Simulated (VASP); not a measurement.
Output of a VASP run:

### OUTCAR
```
 ion  position               nearest neighbor table
   1  0.500  0.000  0.000-  32 2.49  46 2.49  54 2.49  62 2.49
   2  0.750  0.250  0.000-  32 2.49  33 2.49  44 2.49  55 2.49
   3  0.750  0.000  0.250-  32 2.49  34 2.49  38 2.49  49 2.49
   4  0.000  0.000  0.000-  35 2.49  38 2.49  44 2.49  63 2.49
   5  0.250  0.250  0.000-  35 2.49  36 2.49  54 2.49  60 2.49
   6  0.500  0.500  0.000-  36 2.49  37 2.49  55 2.49  61 2.49
   7  0.750  0.750  0.000-  37 2.49  38 2.49  56 2.49  62 2.49
   8  0.250  0.000  0.250-  35 2.49  39 2.49  46 2.49  57 2.49
   9  0.500  0.250  0.250-  32 2.49  36 2.49  39 2.49  40 2.55
  10  0.750  0.500  0.250-  40 2.49  37 2.49  33 2.49  41 2.49
  11  0.500  0.000  0.500-  39 2.49  42 2.49  49 2.49  59 2.49
  12  0.750  0.250  0.500-  34 2.49  42 2.49  43 2.49  40 2.50
  13  0.750  0.000  0.750-  42 2.49  44 2.49  53 2.49  62 2.49
  14  0.000  0.500  0.000-  33 2.49  45 2.49  56 2.49  60 2.49
  15  0.250  0.750  0.000-  45 2.49  46 2.49  61 2.49  63 2.49
  16  0.000  0.250  0.250-  33 2.49  34 2.49  35 2.49  47 2.49
  17  0.250  0.500  0.250-  36 2.49  45 2.49  47 2.49  48 2.51
  18  0.500  0.750  0.250-  48 2.48  46 2.49  37 2.49  49 2.49
  19  0.000  0.000  0.500-  34 2.49  50 2.49  53 2.49  57 2.49
  20  0.250  0.250  0.500-  39 2.49  47 2.49  50 2.49  51 2.54
  21  0.750  0.750  0.500-  41 2.49  49 2.49  53 2.49  52 2.54
  22  0.250  0.000  0.750-  50 2.49  54 2.49  59 2.49  63 2.49
  23  0.500  0.250  0.750-  42 2.49  54 2.49  55 2.49  51 2.51
  24  0.750  0.500  0.750-  52 2.47  43 2.49  55 2.49  56 2.49
  25  0.000  0.750  0.250-  38 2.49  41 2.49  45 2.49  57 2.49
  26  0.000  0.500  0.500-  41 2.49  43 2.49  47 2.49  58 2.49
  27  0.250  0.750  0.500-  48 2.49  57 2.49  58 2.49  59 2.49
  28  0.000  0.250  0.750-  43 2.49  44 2.49  50 2.49  60 2.49
  29  0.250  0.500  0.750-  51 2.46  58 2.49  60 2.49  61 2.49
  30  0.500  0.750  0.750-  59 2.49  61 2.49  62 2.49  52 2.50
  31  0.000  0.750  0.750-  53 2.49  56 2.49  58 2.49  63 2.49
  32  0.625  0.125  0.125-   1 2.49   2 2.49   3 2.49   9 2.49
  33  0.875  0.375  0.125-   2 2.49  10 2.49  14 2.49  16 2.49
  34  0.875  0.125  0.375-   3 2.49  12 2.49  16 2.49  19 2.49
  35  0.125  0.125  0.125-   4 2.49   5 2.49   8 2.49  16 2.49
  36  0.375  0.375  0.125-   5 2.49   6 2.49   9 2.49  17 2.49
  37  0.625  0.625  0.125-   6 2.49   7 2.49  10 2.49  18 2.49
  38  0.875  0.875  0.125-   3 2.49   4 2.49   7 2.49  25 2.49
  39  0.375  0.125  0.375-   8 2.49   9 2.49  11 2.49  20 2.49
  40  0.625  0.379  0.379-  64 2.46  10 2.49  12 2.50   9 2.55
  41  0.875  0.625  0.375-  10 2.49  21 2.49  25 2.49  26 2.49
  42  0.625  0.125  0.625-  11 2.49  12 2.49  13 2.49  23 2.49
  43  0.875  0.375  0.625-  12 2.49  24 2.49  26 2.49  28 2.49
  44  0.875  0.125  0.875-   2 2.49   4 2.49  13 2.49  28 2.49
  45  0.125  0.625  0.125-  14 2.49  15 2.49  17 2.49  25 2.49
  46  0.375  0.875  0.125-   1 2.49   8 2.49  15 2.49  18 2.49
  47  0.125  0.375  0.375-  16 2.49  17 2.49  20 2.49  26 2.49
  48  0.376  0.627  0.375-  18 2.48  27 2.49  17 2.51  64 2.53
  49  0.625  0.875  0.375-   3 2.49  11 2.49  18 2.49  21 2.49
  50  0.125  0.125  0.625-  19 2.49  20 2.49  22 2.49  28 2.49
  51  0.376  0.379  0.626-  64 2.43  29 2.46  23 2.51  20 2.54
  52  0.623  0.621  0.627-  64 2.46  24 2.47  30 2.50  21 2.54
  53  0.875  0.875  0.625-  13 2.49  19 2.49  21 2.49  31 2.49
  54  0.375  0.125  0.875-   1 2.49   5 2.49  22 2.49  23 2.49
  55  0.625  0.375  0.875-   2 2.49   6 2.49  23 2.49  24 2.49
  56  0.875  0.625  0.875-   7 2.49  14 2.49  24 2.49  31 2.49
  57  0.125  0.875  0.375-   8 2.49  19 2.49  25 2.49  27 2.49
  58  0.125  0.625  0.625-  26 2.49  27 2.49  29 2.49  31 2.49
  59  0.375  0.875  0.625-  11 2.49  22 2.49  27 2.49  30 2.49
  60  0.125  0.375  0.875-   5 2.49  14 2.49  28 2.49  29 2.49
  61  0.375  0.625  0.875-   6 2.49  15 2.49  29 2.49  30 2.49
  62  0.625  0.875  0.875-   1 2.49   7 2.49  13 2.49  30 2.49
  63  0.125  0.875  0.875-   4 2.49  15 2.49  22 2.49  31 2.49
  64  0.500  0.498  0.503-  51 2.43  40 2.46  52 2.46  48 2.53
 Subroutine IBZKPT returns following result:
 Found      1 irreducible k-points:

 Following reciprocal coordinates:
            Coordinates               Weight
  0.000000  0.000000  0.000000      1.000000
   k-points           NKPTS =      1   k-points in BZ     NKDIM =      1   number of bands    NBANDS=    167
   number of dos      NEDOS =    301   number of ions     NIONS =     64
   total plane-waves  NPLWV = 175616
   dimension x,y,z NGX =    56 NGY =   56 NGZ =   56
   dimension x,y,z NGXF=   112 NGYF=  112 NGZF=  112
   ions per type =              31  32   1
   PREC   = normal    normal or accurate (medium, high low for compatibility)
   ISTART =      0    job   : 0-new  1-cont  2-samecut
   ICHARG =      2    charge: 1-file 2-atom 10-const
...
```

OSZICAR:
```
...
   3 F= -.24930029E+03 E0= -.24930029E+03  d E =-.991138E-01
       N       E                     dE             d eps       ncg     rms          rms(c)
DAV:   1    -0.249308493626E+03   -0.82047E-02   -0.49261E-01   348   0.130E+00    0.196E-01
RMM:   2    -0.249310118676E+03   -0.16250E-02   -0.20225E-02   334   0.262E-01    0.656E-02
RMM:   3    -0.249310383743E+03   -0.26507E-03   -0.30842E-03   341   0.107E-01    0.379E-02
RMM:   4    -0.249310390337E+03   -0.65936E-05   -0.48548E-04   344   0.437E-02    0.194E-02
RMM:   5    -0.249310397107E+03   -0.67702E-05   -0.12174E-04   336   0.220E-02    0.801E-03
RMM:   6    -0.249310398850E+03   -0.17428E-05   -0.25548E-05   224   0.107E-02
   4 F= -.24931040E+03 E0= -.24931040E+03  d E =-.101064E-01
       N       E                     dE             d eps       ncg     rms          rms(c)
DAV:   1    -0.249311540324E+03   -0.11432E-02   -0.23905E-01   350   0.902E-01    0.137E-01
RMM:   2    -0.249312339854E+03   -0.79953E-03   -0.99258E-03   334   0.184E-01    0.458E-02
RMM:   3    -0.249312469296E+03   -0.12944E-03   -0.15194E-03   341   0.750E-02    0.267E-02
RMM:   4    -0.249312472698E+03   -0.34020E-05   -0.24240E-04   343   0.312E-02    0.136E-02
RMM:   5    -0.249312476237E+03   -0.35392E-05   -0.62009E-05   279   0.159E-02
   5 F= -.24931248E+03 E0= -.24931248E+03  d E =-.121838E-01
       N       E                     dE             d eps       ncg     rms          rms(c)
DAV:   1    -0.249315229098E+03   -0.27564E-02   -0.95949E-02   364   0.577E-01    0.851E-02
RMM:   2    -0.249315469467E+03   -0.24037E-03   -0.34944E-03   335   0.112E-01    0.364E-02
RMM:   3    -0.249315527247E+03   -0.57779E-04   -0.67492E-04   357   0.469E-02    0.210E-02
RMM:   4    -0.249315527077E+03    0.17004E-06   -0.74111E-05   291   0.192E-02
   6 F= -.24931553E+03 E0= -.24931553E+03  d E =-.305084E-02
       N       E                     dE             d eps       ncg     rms          rms(c)
DAV:   1    -0.249316369022E+03   -0.84178E-03   -0.66725E-02   356   0.482E-01    0.711E-02
RMM:   2    -0.249316532651E+03   -0.16363E-03   -0.24179E-03   335   0.934E-02    0.311E-02
RMM:   3    -0.249316575418E+03   -0.42768E-04   -0.48741E-04   358   0.394E-02    0.182E-02
RMM:   4    -0.249316576116E+03   -0.69829E-06   -0.54231E-05   269   0.165E-02
   7 F= -.24931658E+03 E0= -.24931658E+03  d E =-.409988E-02
       N       E                     dE             d eps       ncg     rms          rms(c)
DAV:   1    -0.249316614379E+03   -0.38961E-04   -0.44879E-03   388   0.126E-01    0.187E-02
RMM:   2    -0.249316624596E+03   -0.10217E-04   -0.16252E-04   334   0.241E-02    0.893E-03
RMM:   3    -0.249316627748E+03   -0.31523E-05   -0.34844E-05   232   0.103E-02    0.512E-03
RMM:   4    -0.249316628135E+03   -0.38628E-06   -0.46281E-06   180   0.463E-03
   8 F= -.24931663E+03 E0= -.24931663E+03  d E =-.415190E-02
       N       E                     dE             d eps       ncg     rms          rms(c)
DAV:   1    -0.249317757482E+03   -0.11297E-02   -0.92637E-02   334   0.563E-01    0.801E-02
RMM:   2    -0.249318004341E+03   -0.24686E-03   -0.31306E-03   335   0.105E-01    0.287E-02
RMM:   3    -0.249318052781E+03   -0.48440E-04   -0.53328E-04   354   0.432E-02    0.173E-02
RMM:   4    -0.249318053361E+03   -0.57963E-06   -0.65845E-05   284   0.174E-02
   9 F= -.24931805E+03 E0= -.24931805E+03  d E =-.142523E-02
```

### OUTCAR
```
------------------------ aborting loop because EDIFF is reached ----------------------------------------
  FORCE on cell =-STRESS in cart. coord.  units (eV):
  Direction    XX          YY          ZZ          XY          YZ          ZX
  --------------------------------------------------------------------------------------
  Total       38.1523595     38.1441084     38.1639656      0.0372806      0.0009710      0.0016416
  in kB       39.9599170     39.9512750     39.9720729      0.0390468      0.0010170      0.0017194
  external PRESSURE =      39.9610883 kB  Pullay stress =       0.0000000 kB
  volume of cell :     1529.70
      direct lattice vectors                 reciprocal lattice vectors
    11.522210421  0.000000000  0.000000000     0.086788903  0.000000000  0.000000000
     0.000000000 11.522210421  0.000000000     0.000000000  0.086788903  0.000000000
     0.000000000  0.000000000 11.522210421     0.000000000  0.000000000  0.086788903
  FREE ENERGIE OF THE ION-ELECTRON SYSTEM (eV)
  ---------------------------------------------------
  free  energy   TOTEN  =      -249.3180533607 eV

  energy  without entropy=     -249.3180533607  energy(sigma->0) =     -249.31805336

 reached required accuracy - stopping structural energy minimisation
```
(Selected blocks of OUTCAR.)

**POSCAR**
```
Ga31ZnAs32
1
   11.5222104212    -0.0000000000    -0.0000000000
   -0.0000000000    11.5222104212     0.0000000000
    0.0000000000     0.0000000000    11.5222104212
Ga As Zn
31 32 1
Direct
  0.5000000000   0.0000000000   0.0000000000
  0.7500000000   0.2500000000   0.0000000000
  0.7500000000   0.0000000000   0.2500000000
  0.0000000000   0.0000000000   0.0000000000
  0.2500000000   0.2500000000   0.0000000000
  0.5000000000   0.5000000000   0.0000000000
  0.7500000000   0.7500000000   0.0000000000
  0.2500000000   0.0000000000   0.2500000000
  0.5000000000   0.2500000000   0.2500000000
  0.7500000000   0.5000000000   0.2500000000
  0.5000000000   0.0000000000   0.5000000000
  0.7500000000   0.2500000000   0.5000000000
  0.7500000000   0.0000000000   0.7500000000
  0.0000000000   0.5000000000   0.0000000000
  0.2500000000   0.7500000000   0.0000000000
  0.0000000000   0.2500000000   0.2500000000
  0.2500000000   0.5000000000   0.2500000000
  0.5000000000   0.7500000000   0.2500000000
  0.0000000000   0.0000000000   0.5000000000
  0.2500000000   0.2500000000   0.5000000000
  0.7500000000   0.7500000000   0.5000000000
  0.2500000000   0.0000000000   0.7500000000
  0.5000000000   0.2500000000   0.7500000000
  0.7500000000   0.5000000000   0.7500000000
  0.0000000000   0.7500000000   0.2500000000
  0.0000000000   0.5000000000   0.5000000000
  0.2500000000   0.7500000000   0.5000000000
  0.0000000000   0.2500000000   0.7500000000
  0.2500000000   0.5000000000   0.7500000000
  0.5000000000   0.7500000000   0.7500000000
  0.0000000000   0.7500000000   0.7500000000
  0.6250000000   0.1250000000   0.1250000000
  0.8750000000   0.3750000000   0.1250000000
  0.8750000000   0.1250000000   0.3750000000
  0.1250000000   0.1250000000   0.1250000000
  0.3750000000   0.3750000000   0.1250000000
  0.6250000000   0.6250000000   0.1250000000
  0.8750000000   0.8750000000   0.1250000000
  0.3750000000   0.1250000000   0.3750000000
  0.6254130000   0.3791350000   0.3785160000
  0.8750000000   0.6250000000   0.3750000000
  0.6250000000   0.1250000000   0.6250000000
  0.8750000000   0.3750000000   0.6250000000
  0.8750000000   0.1250000000   0.8750000000
  0.1250000000   0.6250000000   0.1250000000
  0.3750000000   0.8750000000   0.1250000000
  0.1250000000   0.3750000000   0.3750000000
  0.3759360000   0.6266890000   0.3753570000
  0.6250000000   0.8750000000   0.3750000000
  0.1250000000   0.1250000000   0.6250000000
  0.3760740000   0.3791450000   0.6264650000
  0.6228940000   0.6213760000   0.6265390000
  0.8750000000   0.8750000000   0.6250000000
  0.3750000000   0.1250000000   0.8750000000
  0.6250000000   0.3750000000   0.8750000000
  0.8750000000   0.6250000000   0.8750000000
  0.1250000000   0.8750000000   0.3750000000
  0.1250000000   0.6250000000   0.6250000000
  0.3750000000   0.8750000000   0.6250000000
  0.1250000000   0.3750000000   0.8750000000
  0.3750000000   0.6250000000   0.8750000000
  0.6250000000   0.8750000000   0.8750000000
  0.1250000000   0.8750000000   0.8750000000
  0.4995300000   0.4975620000   0.5034130000
```

Reconstruct the remaining input files.

This is not unique; one that fits is the input of the run itself, PBE GGA, plane waves, VASP's PBE PAW potentials (set 64).

KPOINTS:
```
Automatic mesh
0
Gamma
1 1 1
0 0 0
```

**INCAR**
```
EDIFFG = -0.03
LMAXMIX = 4   # l cut-off of mixed one-centre charges
LASPH = .True.   # aspherical one-centre terms
LWAVE = .False.
ISYM = 0
IBRION = 2
SIGMA = 0.05   # width (eV)
GGA = PE   # PBE
LCHARG = .False.
NELECT = 268.0
ISIF = 2   # forces and stress, cell fixed
LREAL = Auto   # projection in real space or not
ALGO = Fast
ISMEAR = 0   # Gaussian
NELM = 100   # most electronic steps
NELMIN = 4
ENCUT = 400   # plane-wave cut-off (eV)
PREC = Normal
NSW = 60
SYSTEM = Ga31ZnAs32
EDIFF = 1E-5   # SCF stop (eV)
```

POTCAR, in this order: Ga As Zn (PBE.64 set). Program: vasp_gam.

The cell is charged, with a uniform compensating background. The supercell is sampled at Γ alone, which is coarse: total energies, pressure and levels can be off, energies of defects by several tenths of an eV.

The cell is a supercell with a defect, built from GaAs (zinc blende): Zn_Ga, charge -3. The run is not spin-polarised, so no state with unpaired spins was tried.
